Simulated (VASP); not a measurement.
```
HfS2
1.0
    1.81500    -3.14367     0.00000
    1.81500     3.14367     0.00000
    0.00000     0.00000     5.85000
Hf S
1 2
Direct
  0.00000   0.00000   0.00000
  0.33333   0.66667   0.25000
  0.66667   0.33333   0.75000
```

The base run (VASP): PBE GGA, plane waves, VASP's PBE PAW potentials (set 64). Settings: 400 eV cut-off, 8×8×4 Γ-centred mesh, Gaussian smearing of 0.050 eV, potentials Hf_pv S.

One setting is varied; ΔE counts from the base run. The base run took about 20 core-seconds. Times come from single runs on busy shared machines, so they are rough: good to a factor of about 2.

Pressures at a finite cut-off, here 400 eV, hold a Pulay part, which wasn't tested here.

```json
[
 {"setting": "base run", "cost over the base run": "reference", "electronic steps": "14", "ΔE (meV/atom)": "0.0", "pressure (GPa)": "0.22"},
 {"setting": "SYMPREC = 1E-3", "cost over the base run": "within a factor of 2", "electronic steps": "14", "ΔE (meV/atom)": "0.0", "pressure (GPa)": "0.22"},
 {"setting": "ISYM = 1", "cost over the base run": "within a factor of 2", "electronic steps": "14", "ΔE (meV/atom)": "0.0", "pressure (GPa)": "0.22"},
 {"setting": "ISYM = 0", "cost over the base run": "about 3 times", "electronic steps": "14", "ΔE (meV/atom)": "0.0", "pressure (GPa)": "0.22"},
 {"setting": "ISYM = -1", "cost over the base run": "about 6 times", "electronic steps": "14", "ΔE (meV/atom)": "0.0", "pressure (GPa)": "0.22"}
]
```

Left out are runs that failed, have no time on record or changed the cell.

The compound is HfS2 in the 1T layered structure. The cell was not relaxed at this level.
